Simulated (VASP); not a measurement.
# The Sommerfeld expansion tested on Ni

How do entropy and free energy of the electrons in Ni grow with the Fermi-Dirac width, and how far does the Sommerfeld expansion hold?

Program: VASP 6.6.1. Level of theory: PBEsol, spin-polarised from a ferromagnetic start (one magnetic atom a cell); plane waves and PAW (Ni), in the first sound run; inputs show where later runs differ. Results are calculated unless marked as measured.

This is a report of a sequence of runs, with most program output left out.

## Step 1: The structure

It takes space group Fm-3m (No. 225, cubic). The conventional cell has a = 3.520 Å, b = 3.520 Å, c = 3.520 Å, α = 90.00°, β = 90.00°, γ = 90.00°. Nearest to Ni lie 12 Ni at 2.49 Å.

Coordinates:

```
Ni
1.0
     0.00000    1.76000    1.76000
     1.76000    0.00000    1.76000
     1.76000    1.76000    0.00000
Ni
1
Direct
  0.00000 0.00000 0.00000
```

## Step 2: Relax the crystal, PBEsol

The cell is relaxed and then held.

This step took 2 runs in a row; the last is shown.

Level: PBEsol, spin-polarised from a ferromagnetic start (one magnetic atom a cell); plane waves and PAW (Ni).

The input, INCAR:

```
SYSTEM = Ni
PREC = Accurate
ENCUT = 450
EDIFF = 1E-07
NELM = 120
ISMEAR = 1
SIGMA = 0.15
LREAL = .FALSE.
ALGO = Normal
GGA = PS
NBANDS = 12
ISPIN = 2
MAGMOM = 1.5
LASPH = .TRUE.
LMAXMIX = 4
LORBIT = 11
LWAVE = .FALSE.
LCHARG = .FALSE.
KPAR = 8
IBRION = 2
NSW = 40
ISIF = 3
EDIFFG = -0.005
POTIM = 0.4
```

The input, POSCAR:

```
Ni
1.0
    0.0000000000      1.7304310307      1.7304310307
    1.7304310307      0.0000000000      1.7304310307
    1.7304310307      1.7304310307      0.0000000000
Ni
1
Direct
    0.0000000000      0.0000000000      0.0000000000
```

The input, KPOINTS:

```
Automatic mesh
0
Gamma
21 21 21
0 0 0
```

The projector-augmented-wave data sets are Ni (PBE family, release 64).

On the command line:

```bash
$ mpirun -np 8 vasp_std
```

It took 13 s on 8 MPI ranks of Intel Xeon Platinum 8259CL at 2.50GHz (Skylake/Cascade Lake), shared host; peak memory 1.2 GiB.

Numbers from this step:

```
energy(sigma→0) of the program : -6.1352 eV
stress, compression positive   : xx, yy, zz -0.05, -0.05, -0.05 GPa
volume                         : 10.363 Å³
ionic steps                    : 1
```

## Step 3: Tetrahedra, PBEsol

Tetrahedra give the density of states at the Fermi level without smearing.

Level: PBEsol, spin-polarised from a ferromagnetic start (one magnetic atom a cell); plane waves and PAW (Ni).

The input, INCAR:

```
SYSTEM = Ni
PREC = Accurate
ENCUT = 450
EDIFF = 1E-08
NELM = 100
ISMEAR = -5
SIGMA = 0.15
LREAL = .FALSE.
ALGO = Normal
GGA = PS
NBANDS = 13
ISPIN = 2
MAGMOM = 1.5
LASPH = .TRUE.
LMAXMIX = 4
LORBIT = 11
LWAVE = .FALSE.
LCHARG = .FALSE.
KPAR = 2
ISIF = 2
NEDOS = 3001
```

POSCAR is that of step 2.

The input, KPOINTS:

```
Automatic mesh
0
Gamma
38 38 38
0 0 0
```

On the command line:

```bash
$ mpirun -np 2 vasp_std
```

It took 3.6 min on 2 MPI ranks; peak memory 0.73 GiB; 5.8 min of CPU time.

Read from the output:

* energy(sigma→0) of the program: -6.1352 eV

The run ends at a pressure of 0.04 GPa.

## Step 4: Electron temperature, PBEsol

One member in full: SIGMA = 0.2 eV.

Level: PBEsol, spin-polarised from a ferromagnetic start (one magnetic atom a cell); plane waves and PAW (Ni).

Changes to INCAR since step 3:

```diff
@@ -5,4 +5,4 @@
 NELM = 100
-ISMEAR = -5
-SIGMA = 0.15
+ISMEAR = -1
+SIGMA = 0.2
 LREAL = .FALSE.
@@ -20,2 +20 @@
 ISIF = 2
-NEDOS = 3001
```

POSCAR is that of step 3.

KPOINTS is that of step 3.

On the command line:

```bash
$ mpirun -np 2 vasp_std
```

Elapsed: 3.8 min, on 2 MPI ranks; peak memory 0.67 GiB; 6.3 min of CPU time.

Numbers from this step:

* energy(sigma→0) of the program: -6.1336 eV
* stress, compression positive: xx, yy, zz 1.19, 1.19, 1.19 GPa

The run ends at a pressure of 1.19 GPa.

## Step 5: The table

The other members went through these steps as far as the tables show, on the same mesh; 7 runs are not shown. The session took 1.1 core hours (wall time by ranks) on a shared machine.

| width kT (eV) | temperature (K) | free energy less that of the narrowest width (meV/atom) | TS (meV/atom) | pressure (GPa) | shift of the Fermi level (eV) |
| --- | --- | --- | --- | --- | --- |
| 0.025 | 290 | 0.000 | 3.575 | 0.054 | 0.000 |
| 0.050 | 580 | -5.322 | 14.030 | 0.164 | -0.007 |
| 0.075 | 870 | -13.929 | 30.492 | 0.315 | -0.013 |
| 0.100 | 1160 | -25.622 | 52.908 | 0.490 | -0.019 |
| 0.150 | 1741 | ? | ? | 0.855 | -0.030 |
| 0.200 | 2321 | -105.248 | 216.951 | 1.191 | -0.041 |
| 0.300 | 3481 | -239.990 | 457.790 | 2.388 | 0.001 |

## Step 6: The Sommerfeld expansion

At low temperature TS = (π²/3) g (kT)², so TS, twice the difference of energy(sigma→0) and the free energy, over (π²/3)(kT)² is an effective density of states: 1.739, 1.706, 1.648, 1.608, 1.649, 1.546 states/eV/atom in the rows shown.

Fitting a parabola to the 6 known rows (σ: width in eV) gives g = 1.205 σ² − 0.9421 σ + 1.737 in states/eV/atom; the residuals are 0.033 states/eV/atom r.m.s.

For the withheld row, σ = 0.15, the fit gives 1.623 states/eV/atom.

## Step 7: Prediction against calculation

The calculation gives 1.602 states/eV/atom, so the prediction is 0.021 states/eV/atom too high, within twice the residual of the fit.

The parabola in σ is an empirical guide, not the expansion itself. Tetrahedra give g = 1.643 states/eV/atom at the Fermi level, the limit that the series should reach at zero width.

## Step 8: Outcome

```
density of states at the Fermi level, tetrahedra : 1.64 states/eV/atom
Sommerfeld coefficient from it                   : 3.87 mJ per mole of atoms and K²
pressure at the widest setting                   : 2.39 GPa
error of the predicted g                         : 0.021 states/eV/atom
```

Against the tetrahedron value, the effective density of states stands at +6 % at 0.025 eV, +4 % at 0.05 eV, -2 % at 0.1 eV, -6 % at 0.3 eV. The moment falls from 0.61 to 0.00 μB an atom over the series, so the change mixes the loss of order with the shape of the bands. The narrow rows do not close in on the tetrahedron value; no test of the mesh was run. The bare coefficient lacks the electron-phonon enhancement of measured heat capacities.

[Lines on the potential files, build, host, timing and source positions are cut from VASP's logs without a mark.]

[Logs are printed without paths, hosts, clocks, repeated set-up lines and the standing remarks that a program may print on its own settings, such as how far it seeks lower states.]

[Hosts, paths, dates, database ids (printed as entryN), source tags and the programs' standing remarks are cut or masked in the printed files.]
